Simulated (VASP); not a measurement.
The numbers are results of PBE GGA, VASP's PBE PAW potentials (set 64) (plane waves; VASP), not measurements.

The input files of a VASP run:

POSCAR:
```
HfB2
1
    1.5718895125    -2.7225927325    -0.0000000000
    1.5718895125     2.7225927325    -0.0000000000
    0.0000000000    -0.0000000000     3.4846910703
Hf B
1 2
Direct
  0.0000000000   0.0000000000   1.0000000000
  0.3333330000   0.6666670000   0.5000000000
  0.6666670000   0.3333330000   0.5000000000
```

KPOINTS:
```
Automatic
0
gamma
  10 10 8
0 0 0
```

INCAR:
```
SYSTEM = HfB2
PREC = Accurate; ENCUT = 520; LREAL = .FALSE.
LASPH = .TRUE.
EDIFF = 1E-6; NELM = 100; ALGO = Normal
LMAXMIX = 6
ISMEAR = 1; SIGMA = 0.1
GGA = PE
IBRION = 2; NSW = 60; ISIF = 3
EDIFFG = -0.02
LWAVE = .FALSE.; LCHARG = .FALSE.
```

POTCAR, in this order: Hf_pv B (PBE.64 set). Program: vasp_std.

Unless said otherwise, spin-orbit coupling is left out, though it shifts the bands of the heavy elements here.

Problem. What does the run give for the energy per atom (σ→0), volume per atom, band gap (on the k-mesh)?

Solution. 
- energy per atom (σ→0): -8.799 eV/atom
- band gap (on the k-mesh): none (metal, semimetal or under 0.01 eV)
- volume per atom: 9.95 Å³/atom

File OSZICAR:
```
...
   1 F= -.26398231E+02 E0= -.26398054E+02  d E =-.263982E+02
       N       E                     dE             d eps       ncg     rms          rms(c)
DAV:   1    -0.263985476835E+02   -0.31698E-03   -0.15998E-02  1784   0.110E+00    0.181E-01
DAV:   2    -0.263984290675E+02    0.11862E-03   -0.20676E-04  2084   0.129E-01    0.715E-02
DAV:   3    -0.263983751595E+02    0.53908E-04   -0.51468E-05  2020   0.585E-02    0.234E-02
DAV:   4    -0.263983720728E+02    0.30867E-05   -0.71508E-06  2216   0.222E-02    0.146E-02
DAV:   5    -0.263983719106E+02    0.16219E-06   -0.36832E-07  1028   0.482E-03
   2 F= -.26398372E+02 E0= -.26398198E+02  d E =-.141032E-03
```

The compound is HfB2 in the AlB2 type structure. This run relaxes it. Symmetry was kept, so distortions that lower it aren't found. The start is the result of an earlier pass.
